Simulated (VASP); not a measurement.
# Al2Cu (Khatyrkite): structure and properties in VASP, part 2 of 2

Wanted: the relaxed cell of Al2Cu (Khatyrkite) and its properties. The start is a cell from a database of measured crystal structures.

VASP 6.6.1; PBE; plane waves and PAW (Al, Cu).

Still holding for the runs below: The k-mesh is coarse for a metal.

So far. Step 8 (Volume scan with PBE, volume scale 0.96): The run ends at a pressure of 4.37 GPa, with forces up to 0.015 eV/Å.

## 9. Volume scan with PBE, volume scale 0.98

Contents of INCAR:

```
SYSTEM = Al2Cu
PREC = Accurate
ENCUT = 400
EDIFF = 1E-06
NELM = 100
ISMEAR = 1
SIGMA = 0.2
LREAL = .FALSE.
ALGO = Normal
GGA = PE
NBANDS = 23
LASPH = .TRUE.
LORBIT = 11
LWAVE = .FALSE.
LCHARG = .FALSE.
KPAR = 4
ISIF = 2
```

Contents of POSCAR:

```
Al2Cu
1.0
   -2.9932952058      2.9932952058      2.4435379139
    2.9932952058     -2.9932952058      2.4435379139
    2.9932952058      2.9932952058     -2.4435379139
Al Cu
4 2
Direct
    0.6589157352      0.1589157352      0.8178314704
    0.1589157352      0.3410842648      0.5000000000
    0.3410842648      0.8410842648      0.1821685296
    0.8410842648      0.6589157352      0.5000000000
    0.2500000000      0.2500000000      0.0000000000
    0.7500000000      0.7500000000      0.0000000000
```

Contents of KPOINTS:

```
Automatic mesh
0
Gamma
6 6 6
0 0 0
```

PAW data sets: Al and Cu (PBE family, release 64).

Run with:

```console
mpirun -np 4 vasp_std
```

Run time: 6.6 s. Hardware: 4 MPI ranks of Intel Xeon 6975P-C (Granite Rapids), shared host; peak memory 0.75 GiB.

The pressure falls from 4.37 to 2.02 GPa.

The run ends at a pressure of 2.02 GPa, with forces up to 0.0043 eV/Å.

## 10. Volume scan with PBE, volume scale 1

INCAR is that of step 9.

POSCAR: that of step 9 with these lines changed.

```diff
@@ -2,5 +2,5 @@
 1.0
-   -2.9932952058      2.9932952058      2.4435379139
-    2.9932952058     -2.9932952058      2.4435379139
-    2.9932952058      2.9932952058     -2.4435379139
+   -3.0135207869      3.0135207869      2.4600488061
+    3.0135207869     -3.0135207869      2.4600488061
+    3.0135207869      3.0135207869     -2.4600488061
 Al Cu
```

KPOINTS is that of step 9.

Run with:

```console
mpirun -np 4 vasp_std
```

It took 6.6 s on 4 MPI ranks; peak memory 0.73 GiB.

The pressure falls from 2.02 to -0.09 GPa, so it vanishes between these two volumes.

## 11. Volume scan with PBE, volume scale 1.02

INCAR is that of step 10.

POSCAR: that of step 10 with these lines changed.

```diff
@@ -2,5 +2,5 @@
 1.0
-   -3.0135207869      3.0135207869      2.4600488061
-    3.0135207869     -3.0135207869      2.4600488061
-    3.0135207869      3.0135207869     -2.4600488061
+   -3.0334784598      3.0334784598      2.4763409948
+    3.0334784598     -3.0334784598      2.4763409948
+    3.0334784598      3.0334784598     -2.4763409948
 Al Cu
```

KPOINTS is that of step 10.

Run with:

```console
mpirun -np 4 vasp_std
```

It took 6.6 s on 4 MPI ranks; peak memory 0.75 GiB.

The pressure falls from -0.09 to -1.99 GPa.

The run ends at a pressure of -1.99 GPa, with forces up to 0.0098 eV/Å.

## 12. Volume scan with PBE, volume scale 1.04

INCAR is that of step 11.

POSCAR: that of step 11 with these lines changed.

```diff
@@ -2,5 +2,5 @@
 1.0
-   -3.0334784598      3.0334784598      2.4763409948
-    3.0334784598     -3.0334784598      2.4763409948
-    3.0334784598      3.0334784598     -2.4763409948
+   -3.0531769239      3.0531769239      2.4924215818
+    3.0531769239     -3.0531769239      2.4924215818
+    3.0531769239      3.0531769239     -2.4924215818
 Al Cu
```

KPOINTS is that of step 11.

Run with:

```console
mpirun -np 4 vasp_std
```

Run time: 9 s. Hardware: 4 MPI ranks; peak memory 0.87 GiB.

The pressure falls from -1.99 to -3.67 GPa.

The run ends at a pressure of -3.67 GPa, with forces up to 0.014 eV/Å.

## 13. Volume scan with PBE, volume scale 1.06

A prediction first. A parabola through the 6 pressures of evenly scaled cells so far, P = -0.10 -100.3 t +244 t² GPa with t = ln(V/V₁) and V₁ the volume at scale 1, gives -5.12 GPa at t = +0.0583.

INCAR is that of step 12.

POSCAR: that of step 12 with these lines changed.

```diff
@@ -2,5 +2,5 @@
 1.0
-   -3.0531769239      3.0531769239      2.4924215818
-    3.0531769239     -3.0531769239      2.4924215818
-    3.0531769239      3.0531769239     -2.4924215818
+   -3.0726244350      3.0726244350      2.5082973065
+    3.0726244350     -3.0726244350      2.5082973065
+    3.0726244350      3.0726244350     -2.5082973065
 Al Cu
```

KPOINTS is that of step 12.

Run with:

```console
mpirun -np 4 vasp_std
```

Run time: 8.8 s. Hardware: 4 MPI ranks; peak memory 0.84 GiB; 33 s of CPU time.

The pressure falls from -3.67 to -5.17 GPa. The parabola predicted -5.12 GPa, +0.06 GPa off.

## 14. The series together

Times are for 4 MPI ranks of Intel Xeon 6975P-C (Granite Rapids), shared host. Results by setting:

| no. | volume scale | energy above the lowest point (meV/atom) | pressure (GPa) | time | memory (GiB) |
| --- | --- | --- | --- | --- | --- |
| 1 | 0.94 | 20.35 | 7.046 | 6.2 s | 0.74 |
| 2 | 0.96 | 9.05 | 4.373 | 6.6 s | 0.74 |
| 3 | 0.98 | 2.41 | 2.023 | 6.6 s | 0.75 |
| 4 | 1 | 0 | -0.08981 | 6.6 s | 0.73 |
| 5 | 1.02 | 1.31 | -1.989 | 6.6 s | 0.75 |
| 6 | 1.04 | 5.98 | -3.667 | 9 s | 0.87 |
| 7 | 1.06 | 13.63 | -5.174 | 8.8 s | 0.84 |

## 15. Fit for PBE

This step: Birch-Murnaghan fit, PBE; plane waves and PAW (VASP 6.6.1).

This step runs nothing: it gathers the runs above.

Numbers from this step:

| Quantity | Value |
| --- | --- |
| pressure derivative of the bulk modulus | 4.605 |
| r.m.s. error of the fit | 7.20e-6 eV/atom |
| minimum inside the sampled range | yes |
| bulk modulus | 99.41 GPa |
| equilibrium volume of the fit | 14.93 Å³/atom |

Table of energy above the fitted minimum by volume:

| volume (Å³/atom) | energy above the fitted minimum (eV/atom) |
| --- | --- |
| 14.000 | 0.0204 |
| 14.298 | 0.00909 |
| 14.596 | 0.00245 |
| 14.894 | 3.6e-5 |
| 15.191 | 0.00134 |
| 15.489 | 0.00602 |
| 15.787 | 0.0137 |

The fitted volume lies +0.26 % from the relaxed one. At a finite cutoff and mesh the minimum of the energy and the zero of the stress don't quite coincide, and the relaxation stops at a threshold.

## 16. Results

```yaml
relaxed_volume: 14.89 Å³/atom
relaxed_conventional_cell_a_b_c: 6.027, 6.027, 4.920 Å
space_group_after_relaxing_within_0p02_a: I4/mcm (No. 140)
band_gap: none, a metal
dos_at_the_fermi_level: 2.46 states/eV/cell
largest_field_gradient_vzz: -28.39 V/Å² on Cu5
bulk_modulus_from_the_fit: 99.4 GPa
volume_from_the_fit: 14.9 Å³/atom
```

With PBE, Al2Cu (Khatyrkite) relaxes to 14.89 Å³/atom in space group I4/mcm (held by the symmetry of the run), comes out as a metal and has a bulk modulus of 99.4 GPa at fixed shape and positions, an upper bound. Against the listed cell the volume lies -0.4 % (a -0.7 %, c +0.9 %). Bands along the symmetry lines (PBE): Of the bands kept, 5 cross the Fermi level on this path. The k-sampling is coarse for a metal, so the Fermi level, pressures and the shape of the cell carry errors. No search among competing phases was made, and a listed structure need not be the one stable at ambient conditions. All values are for a static lattice at zero temperature.

[Lines on the potential files, build, host, timing and source positions are cut from VASP's logs without a mark.]

[Logs are printed without paths, hosts, clocks, repeated set-up lines and the standing remarks that a program may print on its own settings, such as how far it seeks lower states.]

[Hosts, paths, dates, database ids (printed as entryN), source tags and the programs' standing remarks are cut or masked in the printed files.]

[A measured line is paired with the nearest computed mode of its activity, which favours agreement.]
